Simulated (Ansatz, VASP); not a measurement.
# Cross-check of W (linear W chain) between VASP and Ansatz

One calculation is typed for both programs; each brings its own data sets. How far apart do they land? The cell is taken from a series of runs on this material, whose earlier steps may have relaxed, scaled, displaced or heated it; both programs get it as it stands.

Calculated with Ansatz 0.2.0; plane waves, with VASP 6.6.1 beside it; single point at PBE.

## Step 1: Set-up

The cell holds 1 atom: 1 W. Its edges and angles: a = 7.500 Å, b = 7.500 Å, c = 2.201 Å, α = 90.0°, β = 90.0°, γ = 90.0°. Vacuum lies along a and b. The structure's axis is c.

## Step 2: Ansatz: single point, PBE, pair 1

Ansatz runs on its default PAW (the set named soft_2) files.

A single point gives forces, pressure and levels at one fixed geometry, so differences don't come from the geometry; what else differs is listed under the comparison.

Input file input.yaml:

```yaml
crystal:
  lattice:
    - [7.5, 0.0, 0.0]
    - [0.0, 7.5, 0.0]
    - [0.0, 0.0, 2.2013250989]
  atoms:
    - { symbol: W, position: [0.5, 0.5, 0.0], spin: 2.0 }
magnetization:
  spin_polarized: true
kpoints:
  mp_grid: { grid: [1, 1, 37] }
scf:
  occupations: { method: fermi_dirac, width: 0.05 }
hamiltonian:
  xc: pbe
output:
  transmission:
    e_range: [-2, 2]
    de: 0.035
    kmesh: [1, 1]
    reduced_basis: true
    leads: [[0, 0]]
  stress: true
```

Command:

```console
$ ansatz run input.yaml --threads 4 --pin off --max-ram 8192MiB --backend cpu --events-out ev --progress --plain --runs-dir out
```

Numbers of over 12 decimals in the logs are rounded to 6 here.

The program printed:

```text
Engine: ansatz 0.2.0, aarch64-unknown-linux-gnu
Pseudopotentials: kind: paw
Pseudopotential: W, paw, valence charge 14, recommended cutoff 420 eV (normal), W.paw.azcp
Functional definition: PBE
  parameter kappa = 0.804
  parameter beta = 0.066725
  exchange = pbe_x(kappa = kappa, mu = beta*pi^2/3)
  correlation = pbe_c(beta = beta)
Crystal: 1 atoms, lattice volume = 123.825 Å³
Basis set: ecut = 420 eV, 2447 PW (Γ)
Bands: 12, of which v1, the nominal top of the filled ones, is band 7 counted from 1 (6 counted from 0)
Symmetry: 16 space group operations
Space group: P4/mmm (ITA 123), of the structure as read, at distance tolerance 5.0e-5 Å
Magnetic group: BNS 123.339 (UNI 999), of the structure as read, at distance tolerance 5.0e-5 Å
k-points: 19 of 37
Non-local potential: W, projectors of the file, l = 0: 3, l = 1: 2, l = 2: 2, l = 3: 1
PAW form: soft (Blöchl's): semilocal exchange-correlation on the pseudo side does not see the compensation charge
PAW one-centre angular grid: W, 590 points (default); XC on 64 Gauss nodes
Initial density: superposition of atomic densities (neutral atoms: chi_scale 0, normalization atom)
Starting moments: Σ|m| = 2 μB on 1 of 1 site
Initial wavefunctions: pseudopotential atomic-orbital guess
Functional: x = pbe(κ = 0.804, μ = 0.219515), c = pbe(β = 0.066725)
SCF iter   1: F=—  HF=-10378.525055 eV  |F-HF|=—  |Δ(HF+E_count)|=         —  Δρ=2.85e-2 (↑1.97e-2 ↓2.85e-2)  dr2=1.37e0  dr2_m=4.73e-1  M=0.569 μB ∫|m|=0.571 μB  β_m=0.30  ethr=3.10e-3  ⟨swp⟩=6.2  Hψ=2835  notcnv=0
Mixer restart at iter 1: flushing history
preconditioner: auto → LDOS  [metal: Δε(μ)=0.064 eV  Ē_g=6.019 eV  σ=0.050 eV  W_gap=0.30  n_scr=20 (ndim 8)  ℏωp=8.2 eV  f_vac=0.604  D(μ)=2.28/eV (n_scr^D=12)]
spin=Collinear: LDOS preconditioning applied to the charge; magnetization (m = ρ↑ − ρ↓) channel mixes plain (no charge-response kernel on spin).
SCF iter   2: F=—  HF=-10378.714445 eV  |F-HF|=—  |Δ(HF+E_count)|=   1.89e-1  Δρ=1.93e-2 (↑1.42e-2 ↓1.93e-2)  dr2=4.99e-1  dr2_m=2.55e-1  M=0.494 μB ∫|m|=0.495 μB  β_m=0.56  ethr=3.10e-3  ⟨swp⟩=2.6  Hψ=999  notcnv=0  defer=14
SCF iter   3: F=—  HF=-10379.018498 eV  |F-HF|=—  |Δ(HF+E_count)|=   3.04e-1  Δρ=4.66e-3 (↑4.66e-3 ↓4.20e-3)  dr2=6.58e-3  dr2_m=2.01e-2  M=0.250 μB ∫|m|=0.251 μB  β_m=0.78  ethr=3.10e-3  ⟨swp⟩=2.9  Hψ=880  notcnv=0  defer=20
SCF iter   4: F=—  HF=-10379.033009 eV  |F-HF|=—  |Δ(HF+E_count)|=   1.45e-2  Δρ=1.37e-3 (↑1.37e-3 ↓8.96e-4)  dr2=4.38e-4  dr2_m=1.33e-3  M=0.093 μB ∫|m|=0.093 μB  β_m=0.81  ethr=4.70e-5  ⟨swp⟩=2.2  Hψ=1038  notcnv=0  defer=20
SCF iter   5: F=—  HF=-10379.033948 eV  |F-HF|=—  |Δ(HF+E_count)|=   9.39e-4  Δρ=4.65e-4 (↑4.65e-4 ↓4.16e-4)  dr2=2.41e-5  dr2_m=2.16e-4  M=0.046 μB ∫|m|=0.046 μB  β_m=0.90  ethr=3.13e-6  ⟨swp⟩=2.0  Hψ=768  notcnv=0  defer=20
SCF iter   6: F=—  HF=-10379.034357 eV  |F-HF|=—  |Δ(HF+E_count)|=   4.08e-4  Δρ=1.10e-4 (↑1.10e-4 ↓9.00e-5)  dr2=1.21e-5  dr2_m=8.28e-6  M=0.010 μB ∫|m|=0.011 μB  β_m=0.95  ethr=1.72e-7  ⟨swp⟩=2.5  Hψ=799  notcnv=0  defer=20
SCF iter   7: F=—  HF=-10379.034385 eV  |F-HF|=—  |Δ(HF+E_count)|=   2.76e-5  Δρ=3.09e-5 (↑3.05e-5 ↓3.09e-5)  dr2=1.46e-6  dr2_m=8.01e-7  M=0.002 μB ∫|m|=0.002 μB  β_m=0.92  ethr=8.62e-8  ⟨swp⟩=2.3  Hψ=689  notcnv=0  defer=20
SCF iter   8: F=—  HF=-10379.034385 eV  |F-HF|=—  |Δ(HF+E_count)|=   3.41e-7  Δρ=6.13e-6 (↑6.13e-6 ↓5.13e-6)  dr2=3.46e-8  dr2_m=2.93e-8  M=-0.001 μB ∫|m|=0.001 μB  β_m=0.96  ethr=1.04e-8  ⟨swp⟩=2.7  Hψ=744  notcnv=0  defer=20
SCF iter   9: F=—  HF=-10379.034385 eV  |F-HF|=—  |Δ(HF+E_count)|=   9.99e-8  Δρ=1.23e-6 (↑1.12e-6 ↓1.23e-6)  dr2=1.15e-9  dr2_m=1.20e-9  M=-0.000 μB ∫|m|=0.000 μB  β_m=0.98  ethr=2.47e-10  ⟨swp⟩=2.4  Hψ=664  notcnv=0  defer=20
SCF iter  10: F=—  HF=-10379.034385 eV  |F-HF|=—  |Δ(HF+E_count)|=   2.33e-9  Δρ=3.91e-7 (↑3.91e-7 ↓2.81e-7)  dr2=3.34e-10  dr2_m=8.80e-11  M=0.000 μB ∫|m|=0.000 μB  β_m=0.93  ethr=8.20e-12  ⟨swp⟩=2.3  Hψ=752  notcnv=0  defer=20
SCF iter  11: F=-10379.034385 eV  HF=-10379.034385 eV  |F-HF|=0.00e0  |Δ(HF+E_count)|=  3.09e-11  Δρ=4.58e-8 (↑4.58e-8 ↓3.72e-8)  dr2=1.17e-12  dr2_m=1.61e-12  M=0.000 μB ∫|m|=0.000 μB  ethr=2.38e-12  ⟨swp⟩=2.9  Hψ=1532  notcnv=0
SCF 1 converged in 11 iterations: F = -10379.034385 eV  dr2 = 1.17e-12
  greatest PAW one-centre occupation: 0.999 electrons in one spin orbital (limit 2), on the W atom at site 0 (counted from 0), in its partial waves of l = 0
WARN: the starting moments were not kept: the SCF closed with an absolute magnetisation of 3.1e-6 μB, where they sum to 2 μB in size (1 site). That is at most 0.1 of that sum. Measured as dr2_m measures the in/out step, that magnetisation stands 1.5e-12 eV from none, at or under the dr2_threshold of 1.0e-7 eV: it is no larger than a step whose dr2_m would equal this threshold. The system may hold no moment; this SCF  [...]
transmission: 6 of 36 steps passed
transmission: 9 of 36 steps passed
[...]
transmission: 36 of 36 steps passed
SCF converged after 11 iterations
Magnetization: 0.0000 μB (7.0000 up, 7.0000 down)
Absolute magnetization: 0.0000 μB (∫|ρ↑−ρ↓|, with the PAW one-centre terms)
Spin contamination: 0.0000 ħ² per cell (⟨S²⟩ above its minimum at these occupations)
Per-site moments (μB) at R_I (Å): [(1.2021930724552728e-6, 0.908047)]
Free energy (F): -10379.034385 eV
Harris-Foulkes:  -10379.034385 eV  (|F-HF|=0.00e0)
Internal energy: -10379.015695 eV  (E = F + TS)
E sigma→0 (E₀):  -10379.025040 eV
Entropy (-TS):   -0.018690 eV (-18.690 meV/atom)
Fermi energy:    -1.165460 eV
--- Per-component energies (eV) ---
  E_band       = -402.835627
  E_kinetic    = 448.615299
  E_local      = -3002.933012  (includes V_loc(G=0)·N_el)
  E_nonlocal   = 7.331851
  E_hartree    = 1251.810944
  E_xc         = -262.400396
  E_vxc        = -232.731429  (∫ρ·V_xc dr)
  E_paw        = -8564.223183  (= ΣΔE_a)
  E_vpaw       = -126.740143  (= ΣTr[D̂ρ^β])
  E_aug_tail   = -0.000063  (compensation charges beyond the density's cutoff)
  E_ewald      = -257.217135
  E_smearing   = -0.018690  (= −TS)
  E_closure    = -0.000000  (closes the sum)
  Σ components = -10379.034385   (vs F -10379.034385, Δ=0.00e0)
--- Stress (GPa, compression-positive) ---
       -0.234654       0.000000       0.000000
        0.000000      -0.234654       0.000000
        0.000000       0.000000       5.995923
  P = ⅓ Tr σ = 1.8422 GPa (18.422 kbar)
--- Band table (eV; the first three rows and the last of 38) ---
  k-point 0 ↑: bands = [... 3 lower, -36.7169, -6.5882, -3.6133, -2.0359, -2.0103, 0.8976, 0.8976, 3.0455, ... 1 higher]
  k-point 1 ↑: bands = [... 3 lower, -36.7621, -6.4919, -3.5913, -2.0201, -1.9946, 0.8840, 0.8840, 3.0678, ... 1 higher]
  k-point 2 ↑: bands = [... 3 lower, -36.8953, -6.2064, -3.5249, -1.9727, -1.9476, 0.8365, 0.8365, 3.1345, ... 1 higher]
  k-point 18 ↓: bands = [... 3 lower, -38.6844, -4.9454, -4.9454, 0.8745, 0.8771, 1.5099, 4.9697, 8.6707, ... 1 higher]
--- Transmission ---
  basis      : 497 plane waves across, 3 finite elements along
  points     : 1, standing for a mesh of 1 x 1
  filling    : by the input's occupations and mesh, since the crystals that have channels conduct as metals do. If one of these is a semiconductor, that mesh has misplaced its level
  energies   : 115 from -2.000000 to 1.990000 eV about the Fermi level, 0.035000 eV apart; the leads are filled to 0.000000 eV, and channels, transmission and decay are at -0.005000 eV
  crystal 0  : W1, at the sites [0, 0], period 2.2013 Å: whole cells are its period
    offset         : up to 0.0000 Å between an atom of the period and one for which it stands
    filled         : 4.4 meV under the level at which it is neutral
    channels       : 6.000000e0 up, 6.000000e0 down
    conductance    : 8.2646e14 S/m² at 300 K; may be off by some 0.0 % by where its bands' edges are placed, 0.0 % from the distance to neutral
```

The column dr2 measures how far the density is from self-consistency, as an energy; F and HF (Harris–Foulkes) agree once it is small.

## Step 3: VASP: single point, PBE, pair 1

The same cell, functional, mesh and smearing now go to VASP, with its own data sets.

Lines of VASP's logs that name or quote its potential files are left out, and so is its time.

Input file INCAR:

```
SYSTEM = W
PREC = Accurate
ENCUT = 600
EDIFF = 1E-06
NELM = 200
ISMEAR = -1
SIGMA = 0.05
LREAL = .FALSE.
ALGO = Normal
GGA = PE
NBANDS = 9
ISPIN = 2
MAGMOM = 0
LASPH = .TRUE.
LMAXMIX = 4
LORBIT = 11
LWAVE = .FALSE.
LCHARG = .FALSE.
ISIF = 2
GGA_COMPAT = .FALSE.
```

Input file POSCAR:

```
W
1.0
    7.5000000000      0.0000000000      0.0000000000
    0.0000000000      7.5000000000      0.0000000000
    0.0000000000      0.0000000000      2.2013250989
W
1
Direct
    0.5000000000      0.5000000000      0.0000000000
```

Input file KPOINTS:

```
Automatic mesh
0
Gamma
1 1 37
0 0 0
```

PAW data sets: W (PBE family, release 64).

Command:

```console
$ mpirun -np 1 vasp_std
```

The program printed:

```text
[banner, memory and clock lines left out]
running    1 mpi-ranks, on    1 nodes
 distrk:  each k-point on    1 cores,    1 groups
 distr:  one band on    1 cores,    1 groups

 POSCAR found type information on POSCAR W
 POSCAR found :  1 types and       1 ions
 LDA part: xc-table for (Slater+PW92), standard interpolation
 POSCAR, INCAR and KPOINTS ok, starting setup
 FFT: planning ... GRIDC
 FFT: planning ... GRID_SOFT
 FFT: planning ... GRID
 WAVECAR not read
 entering main loop
       N       E                     dE             d eps       ncg     rms          rms(c)
DAV:   1     0.235665054843E+02    0.23567E+02   -0.20503E+03   684   0.499E+02
DAV:   2    -0.605201663453E+01   -0.29619E+02   -0.25654E+02  1241   0.664E+01
DAV:   3    -0.778076056318E+01   -0.17287E+01   -0.16914E+01   762   0.251E+01
DAV:   4    -0.779708448085E+01   -0.16324E-01   -0.16314E-01   969   0.252E+00
DAV:   5    -0.779715550428E+01   -0.71023E-04   -0.71003E-04   849   0.129E-01    0.107E+01
DAV:   6    -0.751956800459E+01    0.27759E+00   -0.92151E-02   720   0.188E+00    0.648E+00
DAV:   7    -0.743697100774E+01    0.82597E-01   -0.49346E-01   792   0.277E+00    0.894E-01
DAV:   8    -0.744021665822E+01   -0.32457E-02   -0.22182E-03   817   0.276E-01    0.939E-01
DAV:   9    -0.741498518316E+01    0.25231E-01   -0.19181E-02   820   0.763E-01    0.594E-01
DAV:  10    -0.741026857527E+01    0.47166E-02   -0.36501E-02   810   0.607E-01    0.307E-01
DAV:  11    -0.740971626565E+01    0.55231E-03   -0.40958E-04   787   0.112E-01    0.218E-01
DAV:  12    -0.740905320117E+01    0.66306E-03   -0.39702E-03   878   0.305E-01    0.100E-01
DAV:  13    -0.740898343103E+01    0.69770E-04   -0.44385E-05   699   0.493E-02    0.790E-02
DAV:  14    -0.740890963403E+01    0.73797E-04   -0.42518E-04   737   0.129E-01    0.332E-02
DAV:  15    -0.740891233255E+01   -0.26985E-05   -0.34319E-05   688   0.403E-02    0.405E-02
DAV:  16    -0.740890528460E+01    0.70479E-05   -0.76096E-06   708   0.173E-02    0.221E-02
DAV:  17    -0.740890555004E+01   -0.26543E-06   -0.49193E-06   690   0.176E-02
   1 F= -.74089056E+01 E0= -.73985471E+01  d E =-.207170E-01  mag=     0.0000
```

From OUTCAR (step 3):

```text
ion  position               nearest neighbor table
   1  0.500  0.500  0.000-

  LATTYP: Found a simple tetragonal cell.
 ALAT       =     7.5000000000
 C/A-ratio  =     0.2935100132

 Subroutine GETGRP returns: Found 16 space group operations
 (whereof 16 operations were pure point group operations)

The static configuration has the point symmetry D_4h.

 Found     19 irreducible k-points:

   k-points           NKPTS =     19   k-points in BZ     NKDIM =     19   number of bands    NBANDS=      9

   dimension x,y,z NGX =    60 NGY =   60 NGZ =   18
   dimension x,y,z NGXF=   120 NGYF=  120 NGZF=   36

   ENCUT  =  600.0 eV  44.10 Ry    6.64 a.u.  14.98 14.98  4.40*2*pi/ulx,y,z

   NELECT =       6.0000    total number of electrons

 k-points in reciprocal lattice and weights: Automatic mesh
   0.00000000  0.00000000  0.00000000       0.027
   0.00000000  0.00000000  0.02702703       0.054
   0.00000000  0.00000000  0.05405405       0.054
   0.00000000  0.00000000  0.08108108       0.054
   0.00000000  0.00000000  0.10810811       0.054
   0.00000000  0.00000000  0.13513514       0.054
   0.00000000  0.00000000  0.16216216       0.054
   0.00000000  0.00000000  0.18918919       0.054
   0.00000000  0.00000000  0.21621622       0.054
[...]
0.00000000  0.00000000  0.45945946       0.054
   0.00000000  0.00000000  0.48648649       0.054

 average (electrostatic) potential at core
       1 -48.2180

 E-fermi :  -3.0683

 spin component 1
 k-point     1 :       0.0000    0.0000    0.0000
  band No.  band energies     occupation
      1      -8.5018      1.00000
      2      -5.5057      1.00000
      3      -3.9305      1.00000
      4      -3.9048      1.00000
      5      -1.0070      0.00000
      6      -1.0070      0.00000
      7       1.1439      0.00000
      8       2.4984      0.00000
      9       3.6301      0.00000

 k-point     2 :       0.0000    0.0000    0.0270
  band No.  band energies     occupation
      1      -8.4095      1.00000
      2      -5.4835      1.00000
      3      -3.9146      1.00000
      4      -3.8890      1.00000
      5      -1.0206      0.00000
      6      -1.0206      0.00000
      7       1.1662      0.00000
      8       2.5195      0.00000
      9       3.4720      0.00000

 k-point     3 :       0.0000    0.0000    0.0541
  band No.  band energies     occupation
      1      -8.1349      1.00000
      2      -5.4165      1.00000
      3      -3.8670      1.00000
      4      -3.8418      1.00000
      5      -1.0679      0.00000
      6      -1.0679      0.00000
      7       1.2330      0.00000
      8       2.5827      0.00000
      9       3.1474      0.00000

 k-point     4 :       0.0000    0.0000    0.0811
  band No.  band energies     occupation
      1      -7.6853      1.00000
      2      -5.3038      1.00000
      3      -3.7884      1.00000
      4      -3.7638      1.00000
      5      -1.1683      0.00000
      6      -1.1683      0.00000
      7       1.3443      0.00000
      8       2.6879      0.00000
      9       2.7793      0.00000

 k-point     5 :       0.0000    0.0000    0.1081
  band No.  band energies     occupation
      1      -7.0739      1.00000
      2      -5.1425      1.00000
      3      -3.6796      1.00000
      4      -3.6557      0.99999
      5      -1.3515      0.00000
      6      -1.3515      0.00000
      7       1.5001      0.00000
      8       2.4469      0.00000
      9       2.4469      0.00000

 k-point     6 :       0.0000    0.0000    0.1351
  band No.  band energies     occupation
      1      -6.3244      1.00000
      2      -4.9232      1.00000
      3      -3.5420      0.99992
      4      -3.5191      0.99988
      5      -1.6445      0.00000
      6      -1.6445      0.00000
      7       1.7005      0.00000
      8       2.2159      0.00000
      9       2.2159      0.00000

  Total       -0.1641138     -0.1641138      1.4993045     -0.0000000      0.0000000      0.0000000
  in kB       -2.1234836     -2.1234836     19.3996419     -0.0000000      0.0000000      0.0000000
  external PRESSURE =       5.0508916 kB  Pullay stress =       0.0000000 kB

  energy-cutoff  :      600.00
  volume of cell :      123.82
      direct lattice vectors                 reciprocal lattice vectors
     7.500000000  0.000000000  0.000000000     0.133333333  0.000000000  0.000000000
     0.000000000  7.500000000  0.000000000     0.000000000  0.133333333  0.000000000
     0.000000000  0.000000000  2.201325099     0.000000000  0.000000000  0.454271839

 POSITION                                       TOTAL-FORCE (eV/Angst)
 -----------------------------------------------------------------------------------
      3.75000      3.75000      0.00000         0.000000      0.000000      0.000000
 -----------------------------------------------------------------------------------
    total drift:                                0.000000      0.000000     -0.000000

  FREE ENERGIE OF THE ION-ELECTRON SYSTEM (eV)
  ---------------------------------------------------
  free  energy   TOTEN  =        -7.4089055500 eV

  energy  without entropy=       -7.3881885632  energy(sigma->0) =       -7.39854706

 total charge
# of ion       s       p       d       tot
------------------------------------------
    1        0.724   0.228   4.425   5.376

 magnetization (x)
# of ion       s       p       d       tot
------------------------------------------
    1        0.000   0.000   0.000   0.000

[... 6 further parts left out ...]
```

## Step 4: Side by side

Known differences besides the potentials themselves: the data sets hold 14 valence electrons in Ansatz (on its default PAW (the set named soft_2) files) and 6 in VASP; the cutoff is 420 eV in Ansatz and 600 eV in VASP. Total energies have different zeros and are not compared.

Compared:

```
      quantity  Ansatz  VASP  difference
pressure (GPa)    1.84  0.51       +1.34
```

## Step 5: Other set-ups

Further runs change the set-up of one program: Ansatz's method, potentials or start, or VASP's data sets, cutoff or form of LDA. The table gives that difference for each run.

```
                                                run  pressure (GPa)
                                           as above             1.3
VASP with the data sets W_sv and a cutoff of 500 eV           -0.43
```

## Step 6: Ansatz: single point, PBE, pair 2

A single point gives forces, pressure and levels at one fixed geometry, so differences don't come from the geometry; what else differs is listed under the comparison. The cell compared in this pair holds 145.75 Å³, against 123.82 Å³ for the pair before.

The cell is taken from a series of runs on this material, whose earlier steps may have relaxed, scaled, displaced or heated it; both programs get it as it stands.

input.yaml: that of step 2 with these lines changed.

```diff
@@ -4,3 +4,3 @@
     - [0.0, 7.5, 0.0]
-    - [0.0, 0.0, 2.2013250989]
+    - [0.0, 0.0, 2.5911430852]
   atoms:
@@ -10,3 +10,3 @@
 kpoints:
-  mp_grid: { grid: [1, 1, 37] }
+  mp_grid: { grid: [1, 1, 31] }
 scf:
```

Command:

```console
$ ansatz run input.yaml --threads 4 --pin off --max-ram 8192MiB --backend cpu --events-out ev --progress --plain --runs-dir out
```

The program printed:

```text
[...]
Crystal: 1 atoms, lattice volume = 145.752 Å³
Basis set: ecut = 420 eV, 2857 PW (Γ)
Bands: 12, of which v1, the nominal top of the filled ones, is band 7 counted from 1 (6 counted from 0)
Symmetry: 16 space group operations
[...]
k-points: 16 of 31
[...]
Starting moments: Σ|m| = 2 μB on 1 of 1 site
[...]
--- Transmission ---
  basis      : 497 plane waves across, 4 finite elements along
  points     : 1, standing for a mesh of 1 x 1
[...]
crystal 0  : W1, at the sites [0, 0], period 2.5911 Å: whole cells are its period
[...]
filled         : 12.0 meV under the level at which it is neutral
    channels       : 6.000000e0 up, 4.000000e0 down
[...]
[key lines of the parts left out:]
SCF converged after 10 iterations
Magnetization: 2.1757 μB (8.0879 up, 5.9121 down)
Free energy (F): -10378.658772 eV
Fermi energy:    -1.445948 eV
P = ⅓ Tr σ = -2.1747 GPa (-21.747 kbar)
```

(Part 1 of 2 ends here.)

[Lines on the potential files, build, host, timing and source positions are cut from VASP's logs without a mark.]

[Logs are printed without paths, hosts, clocks, repeated set-up lines and the standing remarks that a program may print on its own settings, such as how far it seeks lower states.]

[Hosts, paths, dates, database ids (printed as entryN), source tags and the programs' standing remarks are cut or masked in the printed files.]
